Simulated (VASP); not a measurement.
A convergence study with VASP on Lu (space group no. 194 when undisturbed): a few settings are varied, all else stays as given below, so the limit is that of these other settings. One atom is moved off its site, so that forces are finite.

```yaml
crystal:
  lattice:
    - [1.74125, -3.01593, 0.00000]
    - [1.74125, 3.01593, 0.00000]
    - [0.00000, 0.00000, 5.52225]
  atoms:
    - { symbol: Lu, position: [0.33333, 0.66667, 0.25905] }
    - { symbol: Lu, position: [0.66667, 0.33333, 0.75000] }
```

Method: PBE GGA, VASP's PBE PAW potentials (set 64) (plane waves; VASP 6.6.1). The last row used: 300 eV cut-off, 21×21×12 Γ-centred mesh shifted by (0.5, 0.5, 0.5), Gaussian smearing of 0.10 eV, potentials Lu_3.

| setting | E (eV/atom) | pressure (GPa) | largest force (eV/Å) | irreducible k-points |
|---|---|---|---|---|
| 2×2×1 mesh | -4.1432 | 8.02 | 0.126 | 2 |
| 2×2×2 mesh | -4.2529 | 3.29 | 0.184 | 3 |
| 3×3×2 mesh | -4.4625 | 0.52 | 0.201 | 6 |
| 4×4×2 mesh | -4.4557 | 0.29 | 0.215 | 10 |
| 4×4×3 mesh | -4.4484 | 0.79 | 0.208 | 16 |
| 5×5×3 mesh | -4.4618 | 0.81 | 0.235 | 24 |
| 6×6×3 mesh | -4.4566 | 0.84 | 0.208 | 33 |
| 6×6×4 mesh | -4.4382 | 0.87 | 0.216 | 42 |
| 7×7×4 mesh | ___ | 0.79 | ___ | 56 |
| 8×8×4 mesh | -4.4431 | 0.77 | 0.219 | 72 |
| 9×9×5 mesh | -4.4499 | 0.63 | 0.223 | 115 |
| 10×10×6 mesh | -4.4469 | 0.79 | 0.219 | 165 |
| 12×12×7 mesh | -4.4483 | 0.69 | 0.223 | 276 |
| 13×13×7 mesh | -4.4483 | ___ | 0.221 | 322 |
| 14×14×8 mesh | -4.4476 | 0.73 | 0.222 | 420 |
| 16×16×9 mesh | -4.4476 | 0.72 | 0.221 | 616 |
| 17×17×10 mesh | -4.4479 | 0.72 | 0.222 | 765 |
| 19×19×11 mesh | -4.4476 | 0.72 | 0.222 | 1050 |
| 21×21×12 mesh | -4.4478 | 0.72 | 0.221 | 1386 |

Fill in the missing entries.

- 7×7×4 mesh, E (eV/atom): -4.4433
- 7×7×4 mesh, largest force (eV/Å): 0.220
- 13×13×7 mesh, pressure (GPa): 0.70

Left out are rungs that failed or repeat a setting and relaxations that didn't move; long series are thinned to 24 rows.

The structure is a typed Lu crystal (space group no. 194). The cell was not relaxed at this level, it is distorted from the ideal structure.
